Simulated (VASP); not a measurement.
Output of a VASP run:

**OSZICAR**
```
       N       E                     dE             d eps       ncg     rms          rms(c)
DAV:   1     0.313267901814E+03    0.31327E+03   -0.18441E+04   208   0.154E+03
DAV:   2    -0.122474418406E+02   -0.32552E+03   -0.31903E+03   250   0.321E+02
DAV:   3    -0.534351845121E+02   -0.41188E+02   -0.39149E+02   252   0.126E+02
DAV:   4    -0.551379605070E+02   -0.17028E+01   -0.17018E+01   246   0.283E+01
DAV:   5    -0.551859714864E+02   -0.48011E-01   -0.48008E-01   320   0.477E+00    0.565E+00
DAV:   6    -0.562112999399E+02   -0.10253E+01   -0.58019E+00   216   0.279E+01    0.265E+00
DAV:   7    -0.540064602456E+02    0.22048E+01   -0.17279E+00   228   0.842E+00    0.116E+00
DAV:   8    -0.539600473653E+02    0.46413E-01   -0.34100E-01   240   0.528E+00    0.110E+00
DAV:   9    -0.540772826520E+02   -0.11724E+00   -0.31454E-01   216   0.422E+00    0.490E-01
DAV:  10    -0.541318819898E+02   -0.54599E-01   -0.58944E-02   216   0.210E+00    0.444E-01
DAV:  11    -0.541371840679E+02   -0.53021E-02   -0.45376E-03   256   0.632E-01    0.304E-01
DAV:  12    -0.541387071851E+02   -0.15231E-02   -0.60461E-03   216   0.596E-01    0.662E-02
DAV:  13    -0.541348776991E+02    0.38295E-02   -0.55876E-03   216   0.722E-01    0.601E-02
DAV:  14    -0.541397528661E+02   -0.48752E-02   -0.93776E-04   248   0.313E-01    0.741E-02
DAV:  15    -0.541397871531E+02   -0.34287E-04   -0.28653E-04   216   0.145E-01    0.993E-03
DAV:  16    -0.541407425333E+02   -0.95538E-03   -0.30356E-04   268   0.181E-01    0.902E-03
DAV:  17    -0.541407375696E+02    0.49637E-05   -0.17601E-05   222   0.419E-02    0.901E-03
DAV:  18    -0.541407393153E+02   -0.17457E-05   -0.22439E-05   216   0.339E-02    0.149E-02
DAV:  19    -0.541407510930E+02   -0.11778E-04   -0.10675E-05   216   0.265E-02    0.273E-03
DAV:  20    -0.541407510687E+02    0.24248E-07   -0.45425E-07   176   0.411E-03
   1 F= -.54140751E+02 E0= -.54140751E+02  d E =-.541408E+02
```

OUTCAR:
```
------------------------ aborting loop because EDIFF is reached ----------------------------------------
  FORCE on cell =-STRESS in cart. coord.  units (eV):
  Direction    XX          YY          ZZ          XY          YZ          ZX
  --------------------------------------------------------------------------------------
  Total       -0.0177149     -0.0177149     -0.0177149     -0.0000000      0.0000000     -0.0000000
  in kB       -0.1168869     -0.1168869     -0.1168869     -0.0000000      0.0000000     -0.0000000
  external PRESSURE =      -0.1168869 kB  Pullay stress =       0.0000000 kB
  volume of cell :      242.82
      direct lattice vectors                 reciprocal lattice vectors
     6.238708466  0.000000000  0.000000000     0.160289586  0.000000000  0.000000000
     0.000000000  6.238708466  0.000000000     0.000000000  0.160289586  0.000000000
     0.000000000  0.000000000  6.238708466     0.000000000  0.000000000  0.160289586
 POSITION                                       TOTAL-FORCE (eV/Angst)
 -----------------------------------------------------------------------------------
      0.00000      0.00000      0.00000         0.000000      0.000000      0.000000
      3.11935      3.11935      3.11935         0.000000      0.000000      0.000000
      3.11935      0.00000      3.11935         0.000000      0.000000      0.000000
      0.00000      3.11935      3.11935         0.000000      0.000000      0.000000
      3.11935      3.11935      0.00000         0.000000      0.000000      0.000000
 -----------------------------------------------------------------------------------
    total drift:                                0.000000     -0.000000     -0.000000
  FREE ENERGIE OF THE ION-ELECTRON SYSTEM (eV)
  ---------------------------------------------------
  free  energy   TOTEN  =       -54.1407510687 eV

  energy  without entropy=      -54.1407510687  energy(sigma->0) =      -54.14075107

 reached required accuracy - stopping structural energy minimisation
```
(Selected blocks of OUTCAR.)

**POSCAR**
```
CsSnI3
1
    6.2387084659    -0.0000000000    -0.0000000000
    0.0000000000     6.2387084659    -0.0000000000
    0.0000000000     0.0000000000     6.2387084659
Cs Sn I
1 1 3
Direct
  0.0000000000   0.0000000000   0.0000000000
  0.5000000000   0.5000000000   0.5000000000
  0.5000000000   0.0000000000   0.5000000000
  0.0000000000   0.5000000000   0.5000000000
  0.5000000000   0.5000000000   0.0000000000
```

Task: Reconstruct the remaining input files.

Result: This is not unique; one that fits is the input of the run itself, TPSS meta-GGA, plane waves, VASP's PBE PAW potentials (set 64).

File KPOINTS:
```
Regular mesh
0
G
3 3 3
0 0 0
```

**INCAR**
```
# general
SYSTEM  = CsSnI3
PREC    = Accurate
ENCUT   = 520   # plane-wave cut-off (eV)
LREAL   = .FALSE.   # projection in real space or not
LASPH   = .TRUE.

# electronic loop
EDIFF   = 1E-6   # SCF stop (eV)
NELM    = 100   # most electronic steps
ALGO    = Normal   # blocked Davidson
LMAXMIX = 4
LMIXTAU = .TRUE.

# smearing
ISMEAR  = 0
SIGMA   = 0.05   # width (eV)

# functional
METAGGA = TPSS

# ions
IBRION  = 2
NSW     = 60   # most ionic steps
ISIF    = 3   # ions, shape and volume
EDIFFG  = -0.02

# output
LWAVE   = .FALSE.
LCHARG  = .FALSE.
```

POTCAR, in this order: Cs_sv Sn_d I (PBE.64 set). Program: vasp_std.

The compound is CsSnI3 in the cubic perovskite structure, the ideal cubic form; the compound distorts at low or room temperature. It was relaxed first. The start is the result of an earlier pass.
